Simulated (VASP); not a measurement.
# Al2Cu (Khatyrkite) with LDA: from relaxation to properties

Wanted: the relaxed cell of Al2Cu (Khatyrkite) and its properties. The steps: full relaxation (LDA), second relaxation, density, ELF and potential (LDA), band structure (LDA), total and projected DOS (LDA), volume scan with LDA, fit for LDA and band structure (LDA), changed input. Left out of this account: 1 further run (bands with LDA: it shows nothing beyond the runs told). The start is a cell from a database of measured crystal structures.

Calculated with VASP 6.6.1; LDA; plane waves and PAW (Al, Cu).

Report form: the programs' logs are mostly left out.

## 1. The starting structure

Before any relaxation, the start is as follows. It takes space group I4/mcm (No. 140, tetragonal). Conventional cell: a = 6.067 Å, b = 6.067 Å, c = 4.877 Å, α = 90.00°, β = 90.00°, γ = 90.00°. Nearest to Al lie 4 Cu at 2.59 Å and 1 Al at 2.71 Å. Nearest to Cu lie 2 Cu at 2.44 Å and 8 Al at 2.59 Å. Farther neighbours are not listed.

## 2. Full relaxation (LDA)

Properties are meant for the cell that this level of theory prefers, so cell and atoms are relaxed first (ISIF = 3) until forces and stress are small; EDIFFG sets the threshold. LDA, the lowest rung, knows the local density alone.

INCAR

```
SYSTEM = Al2Cu
PREC = Accurate
ENCUT = 400
EDIFF = 1E-06
NELM = 100
ISMEAR = 1
SIGMA = 0.2
LREAL = .FALSE.
ALGO = Normal
GGA = CA
NBANDS = 23
LASPH = .TRUE.
LORBIT = 11
LWAVE = .FALSE.
LCHARG = .FALSE.
KPAR = 4
IBRION = 2
NSW = 60
ISIF = 3
EDIFFG = -0.01
```

POSCAR

```
Al2Cu
1.0
   -3.0335000000      3.0335000000      2.4385000000
    3.0335000000     -3.0335000000      2.4385000000
    3.0335000000      3.0335000000     -2.4385000000
Al Cu
4 2
Direct
    0.6581000000      0.1581000000      0.8162000000
    0.1581000000      0.3419000000      0.5000000000
    0.3419000000      0.8419000000      0.1838000000
    0.8419000000      0.6581000000      0.5000000000
    0.2500000000      0.2500000000      0.0000000000
    0.7500000000      0.7500000000      0.0000000000
```

KPOINTS

```
Automatic mesh
0
Gamma
6 6 6
0 0 0
```

The projector-augmented-wave data sets are Al and Cu (LDA family, release 64).

The run is started by

```bash
$ mpirun -np 4 vasp_std
```

The job ended after 59 s (4 MPI ranks of Intel Xeon Platinum 8259CL at 2.50GHz (Skylake/Cascade Lake), shared host; peak memory 0.74 GiB).

The k-mesh is coarse for a metal. The run keeps the 16 symmetry operations of its start, so it cannot find a distortion of lower symmetry.

Step by step:

| step | energy less that of the first step (eV) | largest force (eV/Å) | pressure (GPa) | volume (Å³) |
| --- | --- | --- | --- | --- |
| 1 | 0.0000 | 0.1225 | -6.47 | 89.76 |
| 2 | -0.1029 | 0.0512 | 2.95 | 82.14 |
| 3 | -0.1217 | 0.0741 | 0.26 | 84.16 |
| 4 | -0.1216 | 0.0749 | -0.05 | 84.27 |
| 5 | -0.1242 | 0.0615 | -0.05 | 84.30 |
| 6 | -0.1248 | 0.0527 | -0.11 | 84.32 |
| 7 | -0.1253 | 0.0223 | 0.10 | 84.21 |
| 8 | -0.1254 | 0.0120 | 0.18 | 84.17 |
| 9 | -0.1254 | 0.0020 | -0.11 | 84.35 |
| 10 | -0.1255 | 0.0040 | 0.00 | 84.27 |

| conventional cell, symmetrised | before | after | change |
| --- | --- | --- | --- |
| a (Å) | 6.067 | 5.913 | -2.5 % |
| b (Å) | 6.067 | 5.913 | -2.5 % |
| c (Å) | 4.877 | 4.821 | -1.1 % |
| volume (Å³/atom) | 14.96 | 14.04 | -6.1 % |

The atoms that moved most (Å, as changes of fractional coordinates times the final cell):

| atom | dx | dy | dz | length |
| --- | --- | --- | --- | --- |
| Al3 | -0.011 | -0.011 | 0.000 | 0.015 |
| Al1 | 0.011 | 0.011 | 0.000 | 0.015 |
| Al2 | -0.011 | 0.011 | 0.000 | 0.015 |
| Al4 | 0.011 | -0.011 | 0.000 | 0.015 |

Final coordinates:

```xyz
6
Lattice="-2.9563 2.9563 2.4105 2.9563 -2.9563 2.4105 2.9563 2.9563 -2.4105" Properties=species:S:1:pos:R:3 pbc="T T T"
Al    0.9455    3.9018    0.0000
Al    2.0108    0.9455    0.0000
Al    2.0108   -0.9455    2.4105
Al    0.9455    2.0108    2.4105
Cu    0.0000    0.0000    1.2053
Cu    0.0000    0.0000    3.6158
```

Numbers from this step:

```yaml
electrons: 34
bands: 23
irreducible_k_points: 30
symmetry_operations: 16
free_energy_toten: -27.36 eV
energy_at_zero_smearing: -27.36 eV
fermi_energy: 8.313 eV
pressure: 1.23e-4 GPa
metallic: yes
scf_cycles_over_all_ionic_steps: 77
```

It ends with a largest force of 0.004 eV/Å and a pressure of 0.00 GPa. The volume lies -6.1 % from that of the database's start, which holds the thermal and zero-point expansion of its experiment. LDA is known to overbind.

## 3. Second relaxation

The basis stayed that of the start cell while the cell moved. A rerun from the cell reached resets it; the error of the finite cutoff stays.

INCAR is that of step 2.

POSCAR

```
Al2Cu
1.0
   -2.9563246925      2.9563246925      2.4105085548
    2.9563246925     -2.9563246925      2.4105085548
    2.9563246925      2.9563246925     -2.4105085548
Al Cu
4 2
Direct
    0.6599107228      0.1599107228      0.8198214456
    0.1599107228      0.3400892772      0.5000000000
    0.3400892772      0.8400892772      0.1801785544
    0.8400892772      0.6599107228      0.5000000000
    0.2500000000      0.2500000000      0.0000000000
    0.7500000000      0.7500000000      0.0000000000
```

KPOINTS is that of step 2.

The run is started by

```bash
$ mpirun -np 4 vasp_std
```

Run time: 12 s. Hardware: 4 MPI ranks; peak memory 0.66 GiB.

Little changed from the start: no atom moved by 0.005 Å and no cell edge by 0.1 %.

This step gave:

```
free energy (TOTEN)             : -27.35 eV
energy at zero smearing         : -27.35 eV
pressure                        : -0.05947 GPa
SCF cycles over all ionic steps : 16
```

It ends with a largest force of 0.004 eV/Å and a pressure of -0.06 GPa. The volume moved by under 0.01 %: the run met its threshold at the first step.

## 4. Density, ELF and potential (LDA)

The relaxed cell gets a fresh self-consistent run, on a basis set for its own volume, to fix the density and to check the remaining stress.

INCAR: that of step 3 with these lines changed.

```diff
@@ -14,7 +14,5 @@
 LWAVE = .FALSE.
-LCHARG = .FALSE.
-KPAR = 4
-IBRION = 2
-NSW = 60
-ISIF = 3
-EDIFFG = -0.01
+LCHARG = .TRUE.
+ISIF = 2
+LELF = .TRUE.
+LVHAR = .TRUE.
```

POSCAR is that of step 3.

KPOINTS is that of step 3.

The run is started by

```bash
$ mpirun -np 4 vasp_std
```

Wall time 12 s (4 MPI ranks); peak memory 0.5 GiB; 39 s of CPU time.

Numbers from this step:

```yaml
scf_cycles: 15
bands: 24
pressure: -0.006638 GPa
```

Valence electrons inside each PAW sphere by angular momentum. Sphere charges, by row:

| atom | s (e) | p (e) | d (e) | tot (e) |
| --- | --- | --- | --- | --- |
| Al1 | 0.428 | 0.366 | 0 | 0.794 |
| Al2 | 0.428 | 0.366 | 0 | 0.794 |
| Al3 | 0.428 | 0.366 | 0 | 0.794 |
| Al4 | 0.428 | 0.366 | 0 | 0.794 |
| Cu5 | 0.525 | 0.573 | 9.134 | 10.23 |
| Cu6 | 0.525 | 0.573 | 9.134 | 10.23 |

Valence density in the ab plane of the conventional cell at fractional z = 0.000, with atoms of Al within 0.2 Å of it. It is the smooth field of the valence electrons, not physical close to the nuclei.

Ten even steps from '0' (0.01 e/Å³) to '9' (0.35 e/Å³), each cell a mean:
```
9876545775545679
7776313564334578
6565201454334677
5444323554444456
5434456655552124
5433467776662015
6544457887764346
7655567998765567
7654678998654456
6412577787654345
5301465677654334
5422444566544444
6665433453114555
7765433553015666
8765444565336778
9875556776556789
```
Columns run along a (5.9 Å), rows up along b (5.9 Å), edges of the conventional cell, whose origin can differ from the input's. Atoms in or near the plane, at fractional coordinates: Al at (0.66, 0.16), Al at (0.84, 0.66), Al at (0.34, 0.84), Al at (0.16, 0.34).

ELF in the ab plane of the conventional cell at fractional z = 0.000, with atoms of Al within 0.2 Å of it. It is the smooth field of the valence electrons, not physical close to the nuclei.

Ten even steps from '0' (0.02) to '9' (0.85), each cell a mean:
```
3356436998545443
4466202675334554
5555100354234566
5443112454332356
5333456654541014
6433456545651014
8643454334663148
9865554333565579
9844664333454569
7411565445543347
5100355456653235
5311244565433334
6654333442003545
5665323552004654
3454445786225653
3345557998546543
```
Columns run along a (5.9 Å), rows up along b (5.9 Å), edges of the conventional cell, whose origin can differ from the input's. Atoms in or near the plane, at fractional coordinates: Al at (0.66, 0.16), Al at (0.84, 0.66), Al at (0.34, 0.84), Al at (0.16, 0.34).

Electrostatic potential energy in the ab plane of the conventional cell at fractional z = 0.000, with atoms of Al within 0.2 Å of it. With pseudopotentials it is smooth inside the atoms' cores, unlike the true potential.

Ten even steps from '_' (-85 eV) to '@' (1 eV), each cell a mean:
```
@@@@@@@@##**##%%@@@@@@@@@@@@@@@@
@@@@@@%%--__::##@@@@@@@@@@@@@@@@
@@@@@@##::____**@@@@@@@@@@@@@@@@
@@@@@@%%==::--##@@@@@@@@##++**%%
@@@@@@@@%%##%%@@@@@@@@%%--__..**
@@@@@@@@@@@@@@@@@@@@@@##::__..**
@@@@@@@@@@@@@@@@@@@@@@%%++::==##
@@@@@@@@@@@@@@@@@@@@@@@@%%%%%%@@
@@##****%%@@@@@@@@@@@@@@@@@@@@@@
%%==....**@@@@@@@@@@@@@@@@@@@@@@
%%::____++@@@@@@@@@@@@@@@@@@@@@@
%%++::--##@@@@@@@@##++**%%@@@@@@
@@%%##%%@@@@@@@@%%--__..**@@@@@@
@@@@@@@@@@@@@@@@%%--____++@@@@@@
@@@@@@@@@@@@@@@@%%++----##@@@@@@
@@@@@@@@@@@@@@@@@@%%%%%%@@@@@@@@
```
Columns run along a (5.9 Å; values clipped at the 3rd and 97th percentile), rows up along b (5.9 Å), edges of the conventional cell, whose origin can differ from the input's. Atoms in or near the plane, at fractional coordinates: Al at (0.66, 0.16), Al at (0.84, 0.66), Al at (0.34, 0.84), Al at (0.16, 0.34).

In this run the pressure is -0.01 GPa, small enough to go on.

## 5. Band structure (LDA)

Levels along the symmetry lines show where the bands peak and cross; KPOINTS_OPT computes them in the converged potential.

INCAR

```
SYSTEM = Al2Cu
PREC = Accurate
ENCUT = 400
EDIFF = 1E-06
NELM = 100
ISMEAR = 1
SIGMA = 0.2
LREAL = .FALSE.
ALGO = Normal
GGA = CA
NBANDS = 33
LASPH = .TRUE.
LORBIT = 11
LWAVE = .FALSE.
LCHARG = .FALSE.
KPAR = 4
```

POSCAR is that of step 4.

KPOINTS is that of step 4.

KPOINTS_OPT

```
Line mode
16
Line-mode
Reciprocal
  0.00000000   0.00000000   0.00000000 GAMMA
  0.00000000   0.00000000   0.50000000 X

  0.00000000   0.00000000   0.50000000 X
 -0.50000000   0.50000000   0.50000000 M

 -0.50000000   0.50000000   0.50000000 M
  0.00000000   0.00000000   0.00000000 GAMMA

  0.00000000   0.00000000   0.00000000 GAMMA
  0.41620845   0.41620845  -0.41620845 Z

  0.41620845   0.41620845  -0.41620845 Z
  0.25000000   0.25000000   0.25000000 P

  0.25000000   0.25000000   0.25000000 P
  0.00000000   0.50000000   0.00000000 N

  0.00000000   0.50000000   0.00000000 N
 -0.41620845   0.58379155   0.41620845 Z1

 -0.41620845   0.58379155   0.41620845 Z1
 -0.50000000   0.50000000   0.50000000 M

  0.00000000   0.00000000   0.50000000 X
  0.25000000   0.25000000   0.25000000 P
```

The run is started by

```bash
$ mpirun -np 4 vasp_std
```

The job ended after 42 s (4 MPI ranks; peak memory 0.82 GiB; 2.4 min of CPU time).

This step gave:

```yaml
bands: 33
pressure: -0.03943 GPa
```

Electronic bands along the path, in eV, zero at the Fermi level; # counts the bands kept:

| point | #13 | #14 | #15 | #16 | #17 | #18 | #19 | #20 |
| --- | --- | --- | --- | --- | --- | --- | --- | --- |
| Γ | -2.88 | -1.82 | -1.45 | -1.22 | -1.22 | -0.75 | -0.11 | 0.21 |
| 0.47 of the way | -2.36 | -2.18 | -2.18 | -1.20 | -0.87 | -0.70 | 1.82 | 1.92 |
| X | -2.94 | -2.85 | -1.38 | -1.19 | -0.78 | -0.67 | 1.06 | 1.52 |
| 0.47 of the way | -3.37 | -3.36 | -2.71 | -2.09 | 0.23 | 0.55 | 3.75 | 3.95 |
| M | -3.40 | -3.37 | -3.37 | -1.84 | 2.72 | 3.08 | 3.08 | 3.56 |
| 0.53 of the way | -3.36 | -3.12 | -1.99 | -0.94 | -0.09 | 0.33 | 1.53 | 2.15 |
| Γ | -2.88 | -1.82 | -1.45 | -1.22 | -1.22 | -0.75 | -0.11 | 0.21 |
| 0.47 of the way | -3.06 | -3.06 | -2.78 | -1.34 | -1.34 | -1.11 | 0.06 | 5.13 |
| Z | -3.40 | -3.40 | -3.36 | -1.15 | 1.77 | 1.99 | 1.99 | 2.37 |
| 0.53 of the way | -3.63 | -2.79 | -2.35 | -2.13 | 1.07 | 1.09 | 1.49 | 4.58 |
| P | -3.89 | -3.89 | 0.61 | 0.61 | 0.88 | 0.88 | 2.09 | 2.09 |
| 0.53 of the way | -3.64 | -3.64 | -1.25 | -1.25 | 0.52 | 0.52 | 3.10 | 3.10 |
| N | -3.11 | -3.11 | -2.61 | -2.61 | 0.39 | 0.39 | 4.33 | 4.33 |
| 0.47 of the way | -3.47 | -3.33 | -2.41 | -1.43 | -0.88 | 1.25 | 2.61 | 3.07 |
| Z1 | -3.40 | -3.40 | -3.36 | -1.15 | 1.77 | 1.99 | 1.99 | 2.37 |
| 0.47 of the way | -3.39 | -3.38 | -3.38 | -1.66 | 2.37 | 2.66 | 2.66 | 3.00 |
| M | -3.40 | -3.37 | -3.37 | -1.84 | 2.72 | 3.08 | 3.08 | 3.56 |
| jump to X | -2.94 | -2.85 | -1.38 | -1.19 | -0.78 | -0.67 | 1.06 | 1.52 |
| 0.47 of the way | -3.55 | -3.54 | -0.74 | -0.61 | 0.93 | 1.20 | 1.39 | 1.72 |
| P | -3.89 | -3.89 | 0.61 | 0.61 | 0.88 | 0.88 | 2.09 | 2.09 |

Of the projections kept (Al, Cu), the largest for each band there; the rest of the weight can lie on other orbitals:

| point | #13 | #14 | #15 | #16 | #17 | #18 | #19 | #20 |
| --- | --- | --- | --- | --- | --- | --- | --- | --- |
| Γ | Al 0.54 | Cu 0.65 | Cu 0.73 | Al 0.61 | Al 0.61 | Cu 0.56 | Al 0.69 | Al 0.52 |
| X | Cu 0.56 | Al 0.71 | Cu 0.59 | Al 0.58 | Al 0.69 | Cu 0.87 | Al 0.51 | Cu 0.73 |
| M | Cu 0.94 | Cu 1.00 | Cu 1.00 | Cu 0.93 | Cu 0.52 | Cu 0.67 | Cu 0.67 | Al 0.60 |
| Γ | Al 0.54 | Cu 0.65 | Cu 0.73 | Al 0.61 | Al 0.61 | Cu 0.56 | Al 0.69 | Al 0.52 |
| Z | Cu 0.99 | Cu 0.99 | Cu 0.93 | Cu 0.79 | Cu 0.56 | Cu 0.59 | Cu 0.59 | Al 0.68 |
| P | Cu 0.97 | Cu 0.97 | Al 0.74 | Al 0.74 | Cu 0.71 | Cu 0.71 | Cu 0.58 | Cu 0.58 |

There is no gap at this level.

Of the bands kept, 5 cross the Fermi level on this path.

## 6. Total and projected DOS (LDA)

Here the states are counted by energy and projected on the atoms. The mesh is finer than in the run before.

INCAR: that of step 5 with these lines changed.

```diff
@@ -5,3 +5,3 @@
 NELM = 100
-ISMEAR = 1
+ISMEAR = -5
 SIGMA = 0.2
@@ -16 +16,2 @@
 KPAR = 4
+NEDOS = 2001
```

POSCAR is that of step 5.

KPOINTS

```
Automatic mesh
0
Gamma
9 9 9
0 0 0
```

The run is started by

```bash
$ mpirun -np 4 vasp_std
```

It took 34 s on 4 MPI ranks; peak memory 0.91 GiB; 1.9 min of CPU time.

With tetrahedra the forces and stress of a metal are not exact derivatives of the energy.

This step gave:

```yaml
irreducible_k_points: 75
free_energy_toten: -27.28 eV
fermi_energy: 8.405 eV
pressure: -0.1136 GPa
dos_at_the_fermi_level: 2.254 states/eV/cell
```

The density of states has structure finer than the step of the table below, so its rows give means over 1 eV, whole bins alone (the curve runs from -12.0 to 6.59 eV). Peaks (eV: height): total -4.4: 20.8, -3.5: 12.6; Cu d -4.4: 17.6, -3.5: 11.0; Al p -4.4: 0.358, 2.6: 0.347, 4.7: 0.363, 5.6: 0.456; Cu p -4.2: 0.224, -3.2: 0.235, -2.2: 0.244, 2.6: 0.208; Al s -5.5: 0.365, -0.6: 0.219, 3.7: 0.265, 5.6: 0.269.

States under -12.0 eV and over 6.6 eV are left out. The density of states by energy, zero at the Fermi level; means over each step; values in states/eV/cell:

| energy (eV) | total | Cu d | Al p | Cu p | Al s | Cu s |
| --- | --- | --- | --- | --- | --- | --- |
| -11 | 0.168 | 0 | 0.00117 | 0.00104 | 0.0350 | 0.0271 |
| -10 | 0.615 | 0.00176 | 0.0118 | 0.00988 | 0.120 | 0.0943 |
| -9 | 0.933 | 0.00947 | 0.0317 | 0.0250 | 0.163 | 0.138 |
| -8 | 1.09 | 0.0366 | 0.0494 | 0.0463 | 0.183 | 0.112 |
| -7 | 1.52 | 0.154 | 0.0810 | 0.0723 | 0.225 | 0.115 |
| -6 | 3.06 | 1.12 | 0.136 | 0.108 | 0.292 | 0.132 |
| -5 | 7.02 | 5.08 | 0.183 | 0.0916 | 0.145 | 0.157 |
| -4 | 10.7 | 8.80 | 0.178 | 0.184 | 0.0930 | 0.0903 |
| -3 | 3.42 | 1.98 | 0.171 | 0.167 | 0.114 | 0.0502 |
| -2 | 2.30 | 0.596 | 0.229 | 0.193 | 0.120 | 0.0495 |
| -1 | 2.07 | 0.326 | 0.257 | 0.169 | 0.126 | 0.0473 |
| 0 | 2.02 | 0.269 | 0.251 | 0.163 | 0.149 | 0.0501 |
| 1 | 1.59 | 0.181 | 0.207 | 0.126 | 0.106 | 0.0322 |
| 2 | 1.99 | 0.246 | 0.203 | 0.101 | 0.155 | 0.0970 |
| 3 | 2.67 | 0.264 | 0.297 | 0.170 | 0.215 | 0.103 |
| 4 | 2.46 | 0.203 | 0.302 | 0.151 | 0.218 | 0.0777 |
| 5 | 2.55 | 0.178 | 0.337 | 0.152 | 0.216 | 0.0812 |
| 6 | 2.81 | 0.172 | 0.416 | 0.166 | 0.211 | 0.0795 |

The finer mesh and the other smearing move the Fermi level by +0.09 eV from the 6×6×6 run, one measure of the sampling error in the zero of the bands above. Of the states within 0.3 eV of the Fermi level, the largest shares in the PAW spheres are Cu d 13 %, Al p 12 % and Cu p 8 %. The rest lies in smaller channels or between the spheres.

## 7. Volume scan with LDA, volume scale 0.94

An equation of state needs energies on both sides of the minimum, all on one mesh and cutoff.

INCAR

```
SYSTEM = Al2Cu
PREC = Accurate
ENCUT = 400
EDIFF = 1E-06
NELM = 100
ISMEAR = 1
SIGMA = 0.2
LREAL = .FALSE.
ALGO = Normal
GGA = CA
NBANDS = 23
LASPH = .TRUE.
LORBIT = 11
LWAVE = .FALSE.
LCHARG = .FALSE.
KPAR = 4
ISIF = 2
```

POSCAR: that of step 6 with these lines changed.

```diff
@@ -2,5 +2,5 @@
 1.0
-   -2.9563246925      2.9563246925      2.4105085548
-    2.9563246925     -2.9563246925      2.4105085548
-    2.9563246925      2.9563246925     -2.4105085548
+   -2.8959746016      2.8959746016      2.3613006952
+    2.8959746016     -2.8959746016      2.3613006952
+    2.8959746016      2.8959746016     -2.3613006952
 Al Cu
```

KPOINTS

```
Automatic mesh
0
Gamma
6 6 6
0 0 0
```

The run is started by

```bash
$ mpirun -np 4 vasp_std
```

It took 11 s on 4 MPI ranks; peak memory 0.65 GiB.

The scan keeps the cell's shape and the fractional positions fixed.

Numbers from this step:

| Item | Value |
| --- | --- |
| bands | 23 |
| irreducible k-points | 30 |
| free energy (TOTEN) | -27.22 eV |
| energy at zero smearing | -27.22 eV |
| Fermi energy | 9.105 eV |
| pressure | 8.231 GPa |

The pressure here is 8.23 GPa.

## 8. Volume scan with LDA, volume scale 0.96

INCAR is that of step 7.

POSCAR: that of step 7 with these lines changed.

```diff
@@ -2,5 +2,5 @@
 1.0
-   -2.8959746016      2.8959746016      2.3613006952
-    2.8959746016     -2.8959746016      2.3613006952
-    2.8959746016      2.8959746016     -2.3613006952
+   -2.9163694609      2.9163694609      2.3779301212
+    2.9163694609     -2.9163694609      2.3779301212
+    2.9163694609      2.9163694609     -2.3779301212
 Al Cu
```

KPOINTS is that of step 7.

The run is started by

```bash
$ mpirun -np 4 vasp_std
```

It took 11 s on 4 MPI ranks; peak memory 0.65 GiB.

This step gave:

| Item | Value |
| --- | --- |
| free energy (TOTEN) | -27.30 eV |
| energy at zero smearing | -27.29 eV |
| Fermi energy | 8.831 eV |
| pressure | 5.177 GPa |

The pressure falls from 8.23 to 5.18 GPa.

The run ends at a pressure of 5.18 GPa, with forces up to 0.028 eV/Å.

## 9. Volume scan with LDA, volume scale 0.98

INCAR is that of step 8.

POSCAR: that of step 8 with these lines changed.

```diff
@@ -2,5 +2,5 @@
 1.0
-   -2.9163694609      2.9163694609      2.3779301212
-    2.9163694609     -2.9163694609      2.3779301212
-    2.9163694609      2.9163694609     -2.3779301212
+   -2.9364829893      2.9364829893      2.3943301576
+    2.9364829893     -2.9364829893      2.3943301576
+    2.9364829893      2.9364829893     -2.3943301576
 Al Cu
```

KPOINTS is that of step 8.

The run is started by

```bash
$ mpirun -np 4 vasp_std
```

Wall time 11 s (4 MPI ranks); peak memory 0.65 GiB.

The pressure falls from 5.18 to 2.48 GPa.

The run ends at a pressure of 2.48 GPa, with forces up to 0.011 eV/Å.

## 10. Volume scan with LDA, volume scale 1

INCAR is that of step 9.

POSCAR: that of step 9 with these lines changed.

```diff
@@ -2,5 +2,5 @@
 1.0
-   -2.9364829893      2.9364829893      2.3943301576
-    2.9364829893     -2.9364829893      2.3943301576
-    2.9364829893      2.9364829893     -2.3943301576
+   -2.9563246925      2.9563246925      2.4105085548
+    2.9563246925     -2.9563246925      2.4105085548
+    2.9563246925      2.9563246925     -2.4105085548
 Al Cu
```

KPOINTS is that of step 9.

The run is started by

```bash
$ mpirun -np 4 vasp_std
```

The job ended after 12 s (4 MPI ranks; peak memory 0.66 GiB).

The pressure falls from 2.48 to -0.06 GPa, so it vanishes between these two volumes.

## 11. Volume scan with LDA, volume scale 1.02

INCAR is that of step 10.

POSCAR: that of step 10 with these lines changed.

```diff
@@ -2,5 +2,5 @@
 1.0
-   -2.9563246925      2.9563246925      2.4105085548
-    2.9563246925     -2.9563246925      2.4105085548
-    2.9563246925      2.9563246925     -2.4105085548
+   -2.9759035723      2.9759035723      2.4264726529
+    2.9759035723     -2.9759035723      2.4264726529
+    2.9759035723      2.9759035723     -2.4264726529
 Al Cu
```

KPOINTS is that of step 10.

The run is started by

```bash
$ mpirun -np 4 vasp_std
```

Run time: 12 s. Hardware: 4 MPI ranks; peak memory 0.67 GiB.

The pressure falls from -0.06 to -2.27 GPa.

The run ends at a pressure of -2.27 GPa, with forces up to 0.018 eV/Å.

(Part 1 of 2 ends here.)

[Lines on the potential files, build, host, timing and source positions are cut from VASP's logs without a mark.]

[Logs are printed without paths, hosts, clocks, repeated set-up lines and the standing remarks that a program may print on its own settings, such as how far it seeks lower states.]

[Hosts, paths, dates, database ids (printed as entryN), source tags and the programs' standing remarks are cut or masked in the printed files.]

[A measured line is paired with the nearest computed mode of its activity, which favours agreement.]
